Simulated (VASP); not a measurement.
An input for Quantum ESPRESSO's pw.x (written as the equivalent of a VASP run, and not itself run):

```
&CONTROL
  calculation = 'scf'
  pseudo_dir = './pseudo'
  outdir = './out'
  tprnfor = .true.
  tstress = .true.
/
&SYSTEM
  ibrav = 0
  nat = 2
  ntyp = 2
  ecutwfc = 90
  occupations = 'tetrahedra'
  input_dft = 'rpbe'
  nspin = 2
  starting_magnetization(1) = 0.3
  starting_magnetization(2) = 0.03
/
&ELECTRONS
  conv_thr = 7.3e-09
  electron_maxstep = 100
/
ATOMIC_SPECIES
  Fe 55.845 Fe.upf
  Pt 195.084 Pt.upf
CELL_PARAMETERS angstrom
     2.7545162    0.0000000    0.0000000
     0.0000000    2.7545162    0.0000000
     0.0000000    0.0000000    3.7807595
ATOMIC_POSITIONS crystal
  Fe   0.0000000  0.0000000  0.0000000
  Pt   0.5000000  0.5000000  0.5000000
K_POINTS automatic
  15 15 11 0 0 0
```

**Question.** Write the VASP files for the same calculation (RPBE).

**Answer.** One answer among several that fit: 
### KPOINTS
```
Automatic mesh
0
Gamma
15 15 11
0 0 0
```

POSCAR:
```
FePt
1
    2.7545161510     0.0000000000     0.0000000000
    0.0000000000     2.7545161510     0.0000000000
    0.0000000000     0.0000000000     3.7807595499
Fe Pt
1 1
Direct
  0.0000000000   0.0000000000   0.0000000000
  0.5000000000   0.5000000000   0.5000000000
```

### INCAR
```
ALGO = Normal
EDIFF = 1E-7
ENCUT = 520
GGA = RP
ISIF = 2
ISMEAR = -5
ISPIN = 2
LASPH = T
LCHARG = T
LMAXMIX = 6
LORBIT = 11
LREAL = F
LWAVE = F
MAGMOM = 3.0 0.3
NEDOS = 601
NELM = 100
PREC = Accurate
SYSTEM = FePt
```

POTCAR, in this order: Fe Pt (PBE.64 set). Program: vasp_std.

The two are equivalent in intent, not identical: the potentials are each code's own (VASP's PAW set, PseudoDojo norm-conserving files in pw.x), so ENCUT and ecutwfc are chosen apart and not converted; conv_thr bounds pw.x's estimated SCF error, while EDIFF bounds the energy change between steps; starting_magnetization is a fraction of the valence charge and MAGMOM a moment in μB, so they match only roughly.

The compound is FePt in the L1_0 structure. It was relaxed first.
